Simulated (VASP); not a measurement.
Input:

```xyz
2
Lattice="1.8077 -3.1311 0.0000 1.8077 3.1311 0.0000 0.0000 0.0000 5.5181" Properties=species:S:1:pos:R:3 pbc="T T T"
Tb     1.8077     1.0437     1.3795
Tb     1.8077    -1.0437     4.1386
```

Calculation: SCAN meta-GGA, VASP's PBE PAW potentials (set 64) (plane waves; VASP). Run with 520 eV cut-off, 13×13×8 Γ-centred mesh, tetrahedra with Blöchl corrections, potentials Tb_3.

The 4f electrons are frozen in the core of the lanthanide potential, so 4f levels, which can set the real gap, and their magnetism are missing.

Q: Give the energies of bands 7 to 12 at the high-symmetry points, in eV from the Fermi level.

A: 
```csv
band,Γ,M,K,A,L,H
7,-5.28,-1.97,-1.05,-3.51,-2.02,-0.60
8,-2.25,-1.55,-0.77,-3.51,-2.02,-0.60
9,1.70,-1.01,-0.77,1.15,0.08,-0.43
10,1.85,0.09,-0.43,1.15,0.08,-0.43
11,1.85,1.45,1.33,1.71,1.87,0.66
12,2.53,1.87,1.33,1.71,1.87,0.66
```

It has no gap at this level: it comes out as a metal or semimetal.

The compound is Tb in the hcp structure. It was relaxed first.
